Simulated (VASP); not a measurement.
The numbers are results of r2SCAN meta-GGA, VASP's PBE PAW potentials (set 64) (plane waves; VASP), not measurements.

A VASP calculation is set up with these files.

### INCAR
```
! general
SYSTEM  = MnS
PREC    = Accurate
ENCUT   = 400   ! plane-wave cut-off (eV)
LREAL   = F   ! projection in real space or not
LASPH   = T

! electronic loop
EDIFF   = 1E-6   ! SCF stop (eV)
NELM    = 100   ! most electronic steps
ALGO    = Normal   ! blocked Davidson
LMAXMIX = 4   ! l cut-off of mixed one-centre charges
LMIXTAU = T

! smearing
ISMEAR  = 1   ! Methfessel-Paxton
SIGMA   = 0.1

! functional
METAGGA = R2SCAN

! spin
ISPIN   = 2   ! spin-polarised
MAGMOM  = 4.0 0.0

! ions
IBRION  = 2
NSW     = 60   ! most ionic steps
ISIF    = 3   ! ions, shape and volume
EDIFFG  = -0.01

! output
LWAVE   = F
LCHARG  = F
LORBIT  = 10
```

File POSCAR:
```
MnS
1
    3.1720000000     0.0000000000     0.0000000000
    0.0000000000     3.1720000000     0.0000000000
    0.0000000000     0.0000000000     3.1720000000
Mn S
1 1
Direct
  0.0000000000   0.0000000000   0.0000000000
  0.5000000000   0.5000000000   0.5000000000
```

### KPOINTS
```
Automatic mesh
0
Gamma
10 10 10
0 0 0
```

POTCAR, in this order: Mn_pv S (PBE.64 set). Program: vasp_std.

What will the output report for the number of irreducible k-points (NKPTS), number of bands (NBANDS), largest plane-wave count, number of space-group operations, FFT grid (NGX, NGY, NGZ)?

The number of irreducible k-points (NKPTS) is 56 and the number of bands (NBANDS) comes out as 15. The largest plane-wave count is 624 and the number of space-group operations is 48. The FFT grid (NGX, NGY, NGZ) is 24 × 24 × 24.

The structure was generated: MnS was put into the CsCl type type (Pm-3m), which need not be its known phase. This run relaxes it. Symmetry was kept, so distortions that lower it aren't found.
